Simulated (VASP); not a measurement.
Input of a VASP 6.6.1 run:

The input INCAR:

```
SYSTEM = Si3C
  ALGO = Normal
  EDIFF = 1E-6
  ENCUT = 520
  GGA = PE
  ISIF = 2
  ISMEAR = -1
  LASPH = .TRUE.
  LCHARG = .FALSE.
  LREAL = .FALSE.
  LWAVE = .FALSE.
  NBANDS = 16
  NELM = 100
  PREC = Accurate
  SIGMA = 0.02
```

File KPOINTS:

```
k-points
0
G
  8 8 6
  0 0 0
```

POSCAR

```
Si3C
1.0
    3.4435160283      0.0000000000      0.0000000000
    0.0000000000      3.4435160283      0.0000000000
    0.0000000000      0.0000000000      5.0231286841
C Si
1 3
Direct
    0.0000000000      0.0000000000      0.0000000000
    0.0000000000      0.5000000000      0.2021229505
    0.5000000000      0.5000000000      0.5000000000
    0.5000000000      0.0000000000      0.7978770495
```

Potentials or basis: VASP PAW PBE potentials, release 64 (C, Si).

The run is started by

```bash
$ cat potpaw_PBE.64/C/POTCAR potpaw_PBE.64/Si/POTCAR > POTCAR
$ mpirun -np 1 vasp_std > vasp.out
```

Estimate the band gap on the k mesh.

none (metal or under the smearing width).

Estimate the largest force.

0.016 eV/Å.

Estimate the pressure.

-0.1 GPa.

Forces in eV/Å, atoms in the order of the input:
```
C    0.000  0.000  0.000
Si   0.000  0.000  0.016
Si   0.000  0.000  0.000
Si   0.000  0.000 -0.016
```
